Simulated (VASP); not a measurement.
**HfC: energy against volume**

HfC (rock salt, Fm-3m, 12.214 Å³/atom and stress up to 0.20 GPa in the relaxed cell, cube axes along x, y and z) under an equal strain ε along all three axes. PBEsol in VASP (plane waves, PAW), 600 eV, 16×16×16 Γ-centred mesh, Methfessel-Paxton smearing 0.10 eV; ions are relaxed, or left where forces stay under 0.02 eV/Å, within the symmetry of each cell.

Here V stands for volume and E for E less E0.

| volume (Å³/atom) | E less E0 (meV/atom) | pressure (GPa) |
|---|---|---|
| 11.4955 | 36.58 | 17.12 |
| 11.6724 | 20.20 | 12.37 |
| 11.8510 | 8.79 | 7.91 |
| 12.0315 | 2.12 | 3.73 |
| 12.2138 | 0.00 | -0.20 |
| 12.3979 | 2.22 | -3.88 |
| 12.5839 | 8.61 | -7.33 |
| 12.7717 | 18.97 | -10.55 |
| 12.9614 | 33.13 | -13.57 |
| 13.3463 | ? | ? |

Fit E of the 9 rows that show it with the third-order Birch-Murnaghan form, a cubic in V^(-2/3). With u = V^(-2/3) - 0.189, the rows have u = 0.007328, 0.005339, 0.003382, 0.001453, -0.000447, -0.002319, -0.004163, -0.005979, -0.007769. Least squares gives E = 0.101 + 502.58·u + 611336·u² - 78738·u³. Residuals (row less fit): -0.001, 0.002, 0.000, -0.002, 0.001, -0.004, 0.001, 0.003, -0.002; standard error 0.003 (degrees of freedom: 5). Its minimum lies at u = -0.000411, so V0 = (0.188589)^(-3/2) = 12.21. There d²E/du² = 1223000 and d³E/du³ = -472400, so B0 = (4/9) × 12.21^(-7/3) × 1223000 × 0.160218 = 254 GPa (the last factor turns the table's units into GPa), and B0' = 4 + (2/3) × 0.188589 × (-472400)/1223000 = 4.0. B0' rests on the cubic coefficient alone and has a standard error of 0.1 from these residuals.

**Question.** Predict the withheld E at V = 13.3463 from the fit, and compare with the calculation.

**Answer.** u = -0.011271, so E = 0.101 + 502.58 × (-0.011271) + 611336 × (-0.011271)² - 78738 × (-0.011271)³ = 72.210 meV/atom. The calculation gives 72.17 meV/atom, 0.040 meV/atom below the prediction (0.1 % of the range of E in the table). The row lies outside the fitted rows, so this is an extrapolation. The scatter of the fitted rows lies at the last printed digit.

In a metal these values are sensitive to mesh and smearing; energies are taken to zero smearing, stresses follow the free energy. Other structures, which can take over under pressure, weren't tried. The same form fitted to the pressure column gives B0' = 4.0; series where the two differ by over 0.4 aren't shown. Rows are the converged runs of the series near zero and its far end, less any whose ions stayed unrelaxed beside relaxed ones; series whose fitted rows scatter by over a few per cent of the range, as at a crossing or softening among them, aren't shown in this form.
